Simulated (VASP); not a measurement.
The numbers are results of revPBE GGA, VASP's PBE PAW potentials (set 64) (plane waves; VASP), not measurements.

A VASP calculation is set up with these files.

INCAR:
```
# general
SYSTEM  = Sc
PREC    = Accurate
ENCUT   = 520
LREAL   = .FALSE.
LASPH   = .TRUE.

# electronic loop
EDIFF   = 1E-7
NELM    = 100
ALGO    = Normal
LMAXMIX = 4

# smearing
ISMEAR  = 1
SIGMA   = 0.1

# functional
GGA     = RE

# ions
IBRION  = 2
NSW     = 30
ISIF    = 4
EDIFFG  = -0.01

# output
LWAVE   = .FALSE.
LCHARG  = .FALSE.
```

KPOINTS:
```
kpoints
0
G
13 13 7
0 0 0
```

File POSCAR:
```
Sc
1
    1.6913696695    -2.9295381114     0.0000000000
    1.6913696695     2.9295381114     0.0000000000
    0.0000000000     0.0000000000     5.2665082158
Sc
2
Direct
  0.3333330000   0.6666670000   0.2500000000
  0.6666670000   0.3333330000   0.7500000000
```

POTCAR, in this order: Sc_sv (PBE.64 set). Program: vasp_std.

The resulting files:

OUTCAR:
```
 ion  position               nearest neighbor table
   1  0.333  0.667  0.250-   2 3.28   2 3.28   2 3.28   2 3.28   2 3.28   2 3.28
   2  0.667  0.333  0.750-   1 3.28   1 3.28   1 3.28   1 3.28   1 3.28   1 3.28
  LATTYP: Found a hexagonal cell.
 ALAT       =     3.3827392606
 C/A-ratio  =     1.5568767824
 Subroutine PRICEL returns:
 Original cell was already a primitive cell.
 Subroutine GETGRP returns: Found 24 space group operations
The static configuration has the point symmetry D_3d.
 The point group associated with its full space group is D_6h.
The dynamic configuration has the point symmetry D_3d.
 Subroutine INISYM returns: Found 24 space group operations
 Subroutine IBZKPT returns following result:
 Found     84 irreducible k-points:

 Following reciprocal coordinates:
            Coordinates               Weight
  0.000000  0.000000  0.000000      1.000000
  0.076923  0.000000  0.000000      6.000000
  0.153846  0.000000  0.000000      6.000000
  0.230769  0.000000  0.000000      6.000000
  0.307692  0.000000  0.000000      6.000000
  0.384615  0.000000  0.000000      6.000000
  0.461538  0.000000  0.000000      6.000000
...
```

### OSZICAR
```
       N       E                     dE             d eps       ncg     rms          rms(c)
DAV:   1     0.394057873965E+03    0.39406E+03   -0.11109E+04  2528   0.154E+03
DAV:   2     0.110119499597E+02   -0.38305E+03   -0.37725E+03  3467   0.663E+02
DAV:   3    -0.129953446082E+02   -0.24007E+02   -0.23363E+02  4175   0.189E+02
DAV:   4    -0.134200445553E+02   -0.42470E+00   -0.40699E+00  3855   0.237E+01
DAV:   5    -0.134274222753E+02   -0.73777E-02   -0.73777E-02  4221   0.310E+00    0.720E+00
DAV:   6    -0.121451274468E+02    0.12823E+01   -0.31202E+00  3171   0.227E+01    0.214E+00
DAV:   7    -0.119966484960E+02    0.14848E+00   -0.73724E-01  3311   0.101E+01    0.932E-01
DAV:   8    -0.119892890867E+02    0.73594E-02   -0.38191E-02  3480   0.285E+00    0.278E-01
DAV:   9    -0.119871681610E+02    0.21209E-02   -0.12138E-02  3355   0.137E+00    0.262E-02
DAV:  10    -0.119872030422E+02   -0.34881E-04   -0.22942E-04  4219   0.236E-01    0.119E-02
DAV:  11    -0.119871960883E+02    0.69539E-05   -0.90184E-06  4056   0.456E-02    0.285E-03
DAV:  12    -0.119871990892E+02   -0.30009E-05   -0.78824E-07  2969   0.116E-02    0.158E-03
DAV:  13    -0.119871983021E+02    0.78708E-06   -0.62247E-08  2086   0.484E-03    0.177E-04
DAV:  14    -0.119871982652E+02    0.36923E-07   -0.17854E-08  1995   0.361E-03
   1 F= -.11987198E+02 E0= -.11986671E+02  d E =-.119872E+02
       N       E                     dE             d eps       ncg     rms          rms(c)
DAV:   1    -0.119872319233E+02   -0.33621E-04   -0.44371E-03  2765   0.142E+00    0.435E-02
DAV:   2    -0.119872289864E+02    0.29369E-05   -0.32492E-04  4138   0.293E-01    0.279E-02
DAV:   3    -0.119872117489E+02    0.17237E-04   -0.54616E-05  4426   0.108E-01    0.384E-03
DAV:   4    -0.119872117280E+02    0.20941E-07   -0.28035E-06  3790   0.298E-02    0.197E-03
DAV:   5    -0.119872114569E+02    0.27105E-06   -0.10264E-07  1846   0.644E-03    0.407E-04
DAV:   6    -0.119872114095E+02    0.47379E-07   -0.22054E-08  1624   0.343E-03
   2 F= -.11987211E+02 E0= -.11986690E+02  d E =-.131444E-04
```

OUTCAR:
```
------------------------ aborting loop because EDIFF is reached ----------------------------------------
  FORCE on cell =-STRESS in cart. coord.  units (eV):
  Direction    XX          YY          ZZ          XY          YZ          ZX
  --------------------------------------------------------------------------------------
  Total       -0.4734968     -0.4734968     -0.4584260      0.0000000      0.0000000      0.0000000
  in kB      -14.5357416    -14.5357408    -14.0730881      0.0000000      0.0000000      0.0000000
  external PRESSURE =     -14.3815235 kB  Pullay stress =       0.0000000 kB
  volume of cell :       52.19
      direct lattice vectors                 reciprocal lattice vectors
     1.690919440 -2.928758294 -0.000000000     0.295697115 -0.170720814 -0.000000000
     1.690919440  2.928758294  0.000000000     0.295697115  0.170720814  0.000000000
     0.000000000 -0.000000000  5.269313138     0.000000000 -0.000000000  0.189778055
 POSITION                                       TOTAL-FORCE (eV/Angst)
 -----------------------------------------------------------------------------------
      1.69092      0.97625      1.31733        -0.000000     -0.000000      0.000000
      1.69092     -0.97625      3.95198         0.000000      0.000000      0.000000
 -----------------------------------------------------------------------------------
    total drift:                               -0.000133      0.000705     -0.000014
  FREE ENERGIE OF THE ION-ELECTRON SYSTEM (eV)
  ---------------------------------------------------
  free  energy   TOTEN  =       -11.9872114095 eV

  energy  without entropy=      -11.9856466451  energy(sigma->0) =      -11.98668982

 reached required accuracy - stopping structural energy minimisation
```
(Selected blocks of OUTCAR.)

File CONTCAR:
```
Sc
   1.00000000000000
     1.6909194402182814   -2.9287582935332512   -0.0000000000000000
     1.6909194402182814    2.9287582935332512    0.0000000000000000
     0.0000000000000000   -0.0000000000000000    5.2693131379424933
  Sc
     2
Direct
     0.3333330000000032    0.6666669999999968    0.2500000000000000
     0.6666669999999968    0.3333330000000032    0.7500000000000000
```

### OUTCAR
```
 val. band max:        3.4374845980   @ k =   0.3077   0.1538   0.2857

 cond. band min:       3.4503752846   @ k =   0.3846   0.2308   0.4286


 Fermi energy:         3.4401561067

 k-point     1 :       0.0000    0.0000    0.0000
  band No.  band energies     occupation
      1     -46.2381      2.00000
      2     -46.1835      2.00000
      3     -24.9659      2.00000
      4     -24.6961      2.00000
      5     -24.6961      2.00000
      6     -24.6412      2.00000
      7     -24.6412      2.00000
      8     -24.6115      2.00000
      9      -1.5833      2.00000
     10       1.8857      2.00000
     11       3.9085     -0.00000
     12       4.9686     -0.00000
     13       4.9686     -0.00000
     14       5.2067     -0.00000
     15       5.3811     -0.00000

 k-point     2 :       0.0769    0.0000    0.0000
  band No.  band energies     occupation
      1     -46.2360      2.00000
      2     -46.1828      2.00000
      3     -24.9597      2.00000
      4     -24.7079      2.00000
      5     -24.7003      2.00000
      6     -24.6537      2.00000
      7     -24.6428      2.00000
      8     -24.6146      2.00000
      9      -1.4612      2.00000
     10       1.9870      2.00000
     11       3.8122     -0.00000
     12       4.7548     -0.00000
     13       5.0547     -0.00000
     14       5.2978     -0.00000
     15       5.3676     -0.00000

 k-point     3 :       0.1538    0.0000    0.0000
  band No.  band energies     occupation
      1     -46.2300      2.00000
      2     -46.1810      2.00000
      3     -24.9416      2.00000
      4     -24.7407      2.00000
      5     -24.7114      2.00000
      6     -24.6877      2.00000
      7     -24.6473      2.00000
      8     -24.6236      2.00000
      9      -1.1039      2.00000
     10       2.2637      2.00000
     11       3.5827     -0.06161
     12       4.3836     -0.00000
     13       5.1087     -0.00000
     14       5.3059     -0.00000
     15       5.3433     -0.00000
...
```

The compound is Sc in the hcp structure. This cell is one point of a volume scan, at 1.03 of the reference volume. Symmetry was kept, so distortions that lower it aren't found.
